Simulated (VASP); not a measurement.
```xyz
3
Lattice="0.0000 2.8697 2.8697 2.8697 0.0000 2.8697 2.8697 2.8697 0.0000" Properties=species:S:1:pos:R:3 pbc="T T T"
Li     1.4349     1.4349     1.4349
Li     4.3046     4.3046     4.3046
S      0.0000     0.0000     0.0000
```

These are r2SCAN meta-GGA, VASP's PBE PAW potentials (set 64) (plane waves; VASP 6.6.1) values and carry that method's errors. Numerical set-up: 520 eV cut-off, 7×7×7 Γ-centred mesh, Gaussian smearing of 0.050 eV, potentials Li_sv S.

Question: Give the stress tensor in GPa (positive for a compressed cell).

Answer: 
```
-1.30   0.00   0.00
 0.00  -1.30   0.00
 0.00   0.00  -1.30
```
The pressure is its mean diagonal, -1.30 GPa.

The compound is Li2S in the antifluorite structure. This cell is one point of a volume scan, at 1.03 of the reference volume.
